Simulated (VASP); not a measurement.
Calculation: TPSS meta-GGA, VASP's PBE PAW potentials (set 64) (plane waves; VASP).

Input for VASP

File KPOINTS:
```
Automatic mesh
0
G
 7 7 4
0 0 0
```

### POSCAR
```
CdSe
1
    2.1944093625    -3.8008282574     0.0000000000
    2.1944093625     3.8008282574     0.0000000000
    0.0000000000     0.0000000000     7.1442142854
Cd Se
2 2
Direct
  0.6666670000   0.3333330000   0.4999793100
  0.3333330000   0.6666670000   0.9999793100
  0.6666670000   0.3333330000   0.8760206900
  0.3333330000   0.6666670000   0.3760206900
```

KPOINTS_OPT:
```
k-points along high-symmetry lines
6
Line-mode
Reciprocal
  0.000000   0.000000   0.000000 ! GAMMA
  0.000000   0.500000   0.000000 ! M

  0.000000   0.500000   0.000000 ! M
 -0.333333   0.666667   0.000000 ! K

 -0.333333   0.666667   0.000000 ! K
  0.000000   0.000000   0.000000 ! GAMMA

  0.000000   0.000000   0.000000 ! GAMMA
  0.000000   0.000000   0.500000 ! A

  0.000000   0.000000   0.500000 ! A
  0.000000   0.500000   0.500000 ! L

  0.000000   0.500000   0.500000 ! L
 -0.333333   0.666667   0.500000 ! H

 -0.333333   0.666667   0.500000 ! H
  0.000000   0.000000   0.500000 ! A

  0.000000   0.500000   0.500000 ! L
  0.000000   0.500000   0.000000 ! M

 -0.333333   0.666667   0.500000 ! H
 -0.333333   0.666667   0.000000 ! K
```

INCAR:
```
SYSTEM = CdSe
PREC = Accurate
ENCUT = 520
EDIFF = 1E-7
NELM = 100
ALGO = Normal
LREAL = .FALSE.
LASPH = .TRUE.
ISMEAR = -5
METAGGA = TPSS
LMIXTAU = .TRUE.
LMAXMIX = 4
LWAVE = .FALSE.
LCHARG = .FALSE.
LORBIT = 11
NEDOS = 601
ISIF = 2
LEFG = .TRUE.
```

POTCAR, in this order: Cd Se (PBE.64 set). Program: vasp_std.

Predict the energy per atom (σ→0), band gap (over mesh and band path).

| Property | Value |
|---|---|
| energy per atom (σ→0) | -1057.6 kJ/mol-atom |
| band gap (over mesh and band path) | 0.76 eV |

OSZICAR:
```
...
DAV:  19    -0.438433864729E+02   -0.20006E-05   -0.44190E-06  1224   0.191E-02    0.562E-03
DAV:  20    -0.438433883344E+02   -0.18615E-05   -0.27759E-07   990   0.488E-03    0.120E-03
DAV:  21    -0.438433899993E+02   -0.16649E-05   -0.32000E-07   912   0.490E-03    0.662E-04
DAV:  22    -0.438433900003E+02   -0.10546E-08   -0.55475E-08   672   0.189E-03
   1 F= -.43843390E+02 E0= -.43843390E+02  d E =0.000000E+00
       N       E                     dE             ncg
       N       E                     dE             ncg
       N       E                     dE             ncg
```

The compound is CdSe in the wurtzite structure. It was relaxed first, which changed the volume by +6 %.
